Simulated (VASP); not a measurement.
**Lattice vibrations of SnSe2**

Wanted: whether SnSe2 is dynamically stable, and its vibrational spectrum. The start is a cell from a database of measured crystal structures.

Program: VASP 6.6.1. Level of theory: PBEsol; plane waves and PAW (Sn_d, Se). Results are calculated unless marked as measured.

### Step 1. Starting point

Symmetry: P-3m1, No. 164, trigonal system. Conventional cell: a = 3.811 Å, b = 3.811 Å, c = 6.136 Å, α = 90.00°, β = 90.00°, γ = 120.00°. Nearest to Sn lie 6 Se at 2.68 Å. Nearest to Se lie 3 Sn at 2.68 Å. Farther neighbours and most contacts between anions are not listed.

As a file:

```cif
data_structure
_symmetry_space_group_name_H-M 'P 1'
_symmetry_Int_Tables_number 1
_cell_length_a 3.8110
_cell_length_b 3.8110
_cell_length_c 6.1360
_cell_angle_alpha 90.000
_cell_angle_beta 90.000
_cell_angle_gamma 120.000
_cell_volume 77.18
loop_
_atom_site_label
_atom_site_type_symbol
_atom_site_fract_x
_atom_site_fract_y
_atom_site_fract_z
_atom_site_occupancy
Sn1 Sn 0.00000 0.00000 0.00000 1
Se2 Se 0.66667 0.33333 0.75100 1
Se3 Se 0.33333 0.66667 0.24900 1
```

### Step 2. Relax the host

Cell and atoms are relaxed first, so that later runs start from this functional's own cell.

The input, INCAR:

```
SYSTEM = SnSe2
PREC = Accurate
ENCUT = 350
EDIFF = 1E-06
NELM = 120
ISMEAR = 0
SIGMA = 0.05
LREAL = .FALSE.
ALGO = Normal
GGA = PS
NBANDS = 19
LORBIT = 11
LWAVE = .FALSE.
LCHARG = .FALSE.
KPAR = 4
IBRION = 2
NSW = 40
ISIF = 3
EDIFFG = -0.02
POTIM = 0.4
```

The input, POSCAR:

```
SnSe2
1.0
    3.8110000000      0.0000000000      0.0000000000
   -1.9055000000      3.3004228138      0.0000000000
    0.0000000000      0.0000000000      6.1360000000
Sn Se
1 2
Direct
    0.0000000000      0.0000000000      0.0000000000
    0.6666666667      0.3333333333      0.7510000000
    0.3333333333      0.6666666667      0.2490000000
```

The input, KPOINTS:

```
Automatic mesh
0
Gamma
6 6 3
0 0 0
```

The projector-augmented-wave data sets are Sn_d and Se (PBE family, release 64).

Command:

```bash
$ mpirun -np 4 vasp_std
```

The program printed:

```text
[banner, memory and clock lines left out]
running    4 mpi-ranks, on    1 nodes
 distrk:  each k-point on    1 cores,    4 groups
 distr:  one band on    1 cores,    1 groups

 POSCAR found type information on POSCAR SnSe
 POSCAR found :  2 types and       3 ions
|                                                                             |
|               ----> ADVICE to this user running VASP <----                  |
|                                                                             |
|     You enforced a specific xc type in the INCAR file but a different       |
|     [... a line on the potential file left out ...]
|     I HOPE YOU KNOW WHAT YOU ARE DOING!                                     |
|                                                                             |

 LDA part: xc-table for (Slater+PW92), standard interpolation
 POSCAR, INCAR and KPOINTS ok, starting setup
 FFT: planning ... GRIDC
 FFT: planning ... GRID_SOFT
 FFT: planning ... GRID
 WAVECAR not read
 entering main loop
       N       E                     dE             d eps       ncg     rms          rms(c)
DAV:   1     0.174504239508E+03    0.17450E+03   -0.99308E+03   652   0.122E+03
DAV:   2     0.508244559045E+01   -0.16942E+03   -0.16417E+03   727   0.320E+02
DAV:   3    -0.126835233532E+02   -0.17766E+02   -0.17535E+02   780   0.104E+02
DAV:   4    -0.131982740151E+02   -0.51475E+00   -0.51410E+00   767   0.197E+01
DAV:   5    -0.132115225573E+02   -0.13249E-01   -0.13248E-01   893   0.301E+00    0.521E+00
DAV:   6    -0.129541471540E+02    0.25738E+00   -0.47269E-01   979   0.806E+00    0.330E+00
DAV:   7    -0.129226976991E+02    0.31449E-01   -0.16141E-01   794   0.290E+00    0.891E-01
DAV:   8    -0.129205277822E+02    0.21699E-02   -0.12372E-02   829   0.118E+00    0.266E-01
DAV:   9    -0.129205882191E+02   -0.60437E-04   -0.11983E-03   716   0.249E-01    0.775E-02
DAV:  10    -0.129205926354E+02   -0.44163E-05   -0.90145E-05   849   0.637E-02    0.285E-02
DAV:  11    -0.129206072084E+02   -0.14573E-04   -0.21429E-05   688   0.268E-02    0.494E-03
DAV:  12    -0.129206076817E+02   -0.47334E-06   -0.11405E-06   617   0.849E-03
   1 F= -.12920608E+02 E0= -.12920608E+02  d E =-.129206E+02
 curvature:   0.00 expect dE= 0.000E+00 dE for cont linesearch  0.000E+00
 trial: gam= 0.00000 g(F)=  0.270E-01 g(S)=  0.644E-01 ort = 0.000E+00 (trialstep = 0.100E+01)
 search vector abs. value=  0.914E-01
 bond charge predicted
       N       E                     dE             d eps       ncg     rms          rms(c)
DAV:   1    -0.133300112426E+02   -0.40940E+00   -0.96776E+00   827   0.470E+01    0.339E+00
DAV:   2    -0.130377628692E+02    0.29225E+00   -0.59254E-01   846   0.115E+01    0.160E+00
DAV:   3    -0.129477048953E+02    0.90058E-01   -0.25126E-01   854   0.692E+00    0.286E-01
DAV:   4    -0.129462416433E+02    0.14633E-02   -0.12296E-02   697   0.101E+00    0.171E-01
DAV:   5    -0.129450954608E+02    0.11462E-02   -0.11521E-03   917   0.321E-01    0.431E-02
DAV:   6    -0.129450810054E+02    0.14455E-04   -0.78901E-05   718   0.773E-02    0.201E-02
DAV:   7    -0.129450845550E+02   -0.35497E-05   -0.96691E-06   740   0.235E-02    0.379E-03
DAV:   8    -0.129450856062E+02   -0.10512E-05   -0.11040E-06   574   0.680E-03    0.189E-03
DAV:   9    -0.129450859533E+02   -0.34715E-06   -0.25096E-07   412   0.463E-03
   2 F= -.12945086E+02 E0= -.12945086E+02  d E =-.244783E-01
[...]
3 F= -.12951269E+02 E0= -.12951269E+02  d E =-.306608E-01
[...]
4 F= -.12953820E+02 E0= -.12953820E+02  d E =-.255144E-02
[...]
5 F= -.12954702E+02 E0= -.12954702E+02  d E =-.343324E-02
 curvature:  -0.97 expect dE=-0.777E-04 dE for cont linesearch -0.158E-04
 ZBRENT: extrapolating
 opt :   1.8969  next Energy=   -12.954717 (dE=-0.345E-02)
 bond charge predicted
       N       E                     dE             d eps       ncg     rms          rms(c)
DAV:   1    -0.129548339145E+02   -0.13251E-03   -0.35137E-03   832   0.604E-01    0.588E-02
DAV:   2    -0.129547474554E+02    0.86459E-04   -0.21126E-04   811   0.174E-01    0.306E-02
DAV:   3    -0.129547195606E+02    0.27895E-04   -0.77853E-05   866   0.114E-01    0.945E-03
DAV:   4    -0.129547190598E+02    0.50076E-06   -0.85890E-06   700   0.221E-02
   6 F= -.12954719E+02 E0= -.12954719E+02  d E =-.345056E-02
 curvature:  -0.97 expect dE=-0.465E-04 dE for cont linesearch -0.453E-06
 trial: gam=-0.00447 g(F)=  0.173E-04 g(S)=  0.306E-04 ort = 0.416E-04 (trialstep = 0.113E+01)
 search vector abs. value=  0.477E-04
 reached required accuracy - stopping structural energy minimisation
```

Run time: 7.6 s. Hardware: 4 MPI ranks of Intel Xeon 6975P-C (Granite Rapids), shared host; peak memory 0.63 GiB; 28 s of CPU time.

Lines that name or quote the potential files are left out of all logs, and their timing lines are given in words.

Parts of OUTCAR (step 2):

```text
ion  position               nearest neighbor table
   1  0.000  0.000  0.000-   2 2.68   3 2.68   3 2.68   2 2.68   2 2.68   3 2.68
   2  0.667  0.333  0.751-   1 2.68   1 2.68   1 2.68
   3  0.333  0.667  0.249-   1 2.68   1 2.68   1 2.68

  LATTYP: Found a hexagonal cell.
 ALAT       =     3.8110000000
 C/A-ratio  =     1.6100760955

 Subroutine GETGRP returns: Found 12 space group operations
 (whereof 12 operations were pure point group operations)

The static configuration has the point symmetry D_3d.

 Found     17 irreducible k-points:

   k-points           NKPTS =     17   k-points in BZ     NKDIM =     17   number of bands    NBANDS=     19

   dimension x,y,z NGX =    24 NGY =   24 NGZ =   40
   dimension x,y,z NGXF=    48 NGYF=   48 NGZF=   80

   ENCUT  =  350.0 eV  25.72 Ry    5.07 a.u.   5.81  5.81  9.36*2*pi/ulx,y,z

   NELECT =      26.0000    total number of electrons

 k-points in reciprocal lattice and weights: Automatic mesh
   0.00000000  0.00000000  0.00000000       0.009
   0.16666667 -0.00000000  0.00000000       0.056
   0.33333333 -0.00000000  0.00000000       0.056
   0.50000000  0.00000000  0.00000000       0.028
   0.16666667  0.16666667  0.00000000       0.056
   0.33333333  0.16666667  0.00000000       0.111
   0.33333333  0.33333333  0.00000000       0.019
   0.00000000  0.00000000  0.33333333       0.019
   0.16666667 -0.00000000  0.33333333       0.056
[...]
-0.16666667  0.50000000  0.33333333       0.111
   0.33333333  0.33333333  0.33333333       0.037

 average (electrostatic) potential at core
       1-102.6895       2 -53.5236       3 -53.5236

 E-fermi :   4.0032

 k-point     1 :       0.0000    0.0000    0.0000
  band No.  band energies     occupation
    ...
      9       3.2791      2.00000
     10       3.2791      2.00000
     11       3.5572      2.00000
     12       3.5572      2.00000
     13       3.6418      2.00000
     14       4.7565      0.00000
     15       6.8142      0.00000
     16       8.4272      0.00000
     17       8.4272      0.00000
     18      11.7056      0.00000
    ...

 k-point     2 :       0.1667   -0.0000    0.0000
  band No.  band energies     occupation
    ...
      9       1.2751      2.00000
     10       2.3109      2.00000
     11       2.4898      2.00000
     12       3.6802      2.00000
     13       3.7902      2.00000
     14       6.0007      0.00000
     15       7.4446      0.00000
     16       8.5440      0.00000
     17       8.8554      0.00000
     18      10.9544      0.00000
    ...

 k-point     3 :       0.3333   -0.0000    0.0000
  band No.  band energies     occupation
    ...
      9      -0.1725      2.00000
     10       0.9733      2.00000
     11       1.6712      2.00000
     12       3.1858      2.00000
     13       3.6569      2.00000
     14       5.2496      0.00000
     15       7.6446      0.00000
     16       9.1364      0.00000
     17       9.4088      0.00000
     18      10.1495      0.00000
    ...

  Total       -0.0062406     -0.0062406     -0.0479854      0.0000000      0.0000000     -0.0000000
  in kB       -0.1265291     -0.1265291     -0.9729108      0.0000000      0.0000000     -0.0000000
  external PRESSURE =      -0.4086563 kB  Pullay stress =       0.0000000 kB

  energy-cutoff  :      350.00
  volume of cell :       79.02
      direct lattice vectors                 reciprocal lattice vectors
     3.815689179  0.000000000  0.000000000     0.262075854  0.151309565 -0.000000000
    -1.907844589  3.304483762  0.000000000    -0.000000000  0.302619130 -0.000000000
     0.000000000  0.000000000  6.267152025     0.000000000 -0.000000000  0.159562110

 POSITION                                       TOTAL-FORCE (eV/Angst)
 -----------------------------------------------------------------------------------
     -1.90784      3.30448      0.00000        -0.000000     -0.000000     -0.000000
      1.90784      1.10149      4.68212        -0.000000     -0.000000     -0.014991
     -0.00000      2.20299      1.58503         0.000000      0.000000      0.014991
 -----------------------------------------------------------------------------------
    total drift:                               -0.000000      0.000000     -0.000000

  FREE ENERGIE OF THE ION-ELECTRON SYSTEM (eV)
  ---------------------------------------------------
  free  energy   TOTEN  =       -12.9547190598 eV

  energy  without entropy=      -12.9547190598  energy(sigma->0) =      -12.95471906

 reached required accuracy - stopping structural energy minimisation

 total charge
# of ion       s       p       d       tot
------------------------------------------
    1        1.058   1.031  10.099  12.188
    2        1.487   2.294   0.027   3.808
    3        1.487   2.294   0.027   3.808
--------------------------------------------------
tot          4.031   5.619  10.153  19.804

[... 3 further parts left out ...]
```

CONTCAR:

```
SnSe2
   1.00000000000000
     3.8156891788308664    0.0000000000000000    0.0000000000000000
    -1.9078445894154332    3.3044837617903440    0.0000000000000000
     0.0000000000000000    0.0000000000000000    6.2671520251837816
  Sn              Se
     1     2
Direct
     0.0000000000000000    1.0000000000000000    0.0000000000000000
     0.6666666667000030    0.3333333332999970    0.7470895985923878
     0.3333333332999970    0.6666666667000030    0.2529104014076122
```

The gap is read on the k-mesh alone, so it is an upper bound where the band edges lie off the mesh. The PAW data sets were made with PBE, which is usual practice but a small mismatch for other functionals. The run keeps the 12 symmetry operations of its start, so it cannot find a distortion of lower symmetry.

Relaxation path:

| step | energy less that of the first step (eV) | largest force (eV/Å) | pressure (GPa) | volume (Å³) |
| --- | --- | --- | --- | --- |
| 1 | 0.0000 | 0.5916 | 2.54 | 77.18 |
| 2 | -0.0245 | 0.1184 | -1.49 | 80.88 |
| 3 | -0.0307 | 0.0916 | -0.33 | 79.70 |
| 4 | -0.0332 | 0.0542 | -0.20 | 79.36 |
| 5 | -0.0341 | 0.0203 | -0.07 | 79.07 |
| 6 | -0.0341 | 0.0150 | -0.04 | 79.02 |

| conventional cell, symmetrised | before | after | change |
| --- | --- | --- | --- |
| a (Å) | 3.811 | 3.816 | +0.1 % |
| b (Å) | 3.811 | 3.816 | +0.1 % |
| c (Å) | 6.136 | 6.267 | +2.1 % |
| volume (Å³/atom) | 25.73 | 26.34 | +2.4 % |

The atoms that moved most (Å, as changes of fractional coordinates times the final cell):

| atom | dx | dy | dz | length |
| --- | --- | --- | --- | --- |
| Se2 | 0.000 | 0.000 | -0.025 | 0.025 |
| Se3 | 0.000 | 0.000 | 0.025 | 0.025 |

Final coordinates:

```xyz
3
Lattice="3.8157 0.0000 0.0000 -1.9078 3.3045 0.0000 0.0000 0.0000 6.2672" Properties=species:S:1:pos:R:3 pbc="T T T"
Sn    0.0000    0.0000    0.0000
Se    1.9078    1.1015    4.6821
Se    0.0000    2.2030    1.5850
```

A gap read on the k-mesh alone can miss the band edges.

This step gave:

```yaml
electronic_cycles: 43
electrons: 26
free_energy_toten: -12.95 eV
fermi_energy: 4.003 eV
pressure: -0.04087 GPa
labelled_metallic_from_the_levels_on_this_mesh: no
gap_on_the_k_mesh: 0.6060 eV
least_direct_gap_on_the_k_mesh: 1.115 eV
```

The run ended after 6 ionic steps, 0.034 eV below its first step, once forces and stress met EDIFFG = -0.02.

[end of part 1 of 5]

[Lines on the potential files, build, host, timing and source positions are cut from VASP's logs without a mark.]

[Logs are printed without paths, hosts, clocks, repeated set-up lines and the standing remarks that a program may print on its own settings, such as how far it seeks lower states.]

[Hosts, paths, dates, database ids (printed as entryN), source tags and the programs' standing remarks are cut or masked in the printed files.]

[Runs that stopped without an error message from VASP are left out.]
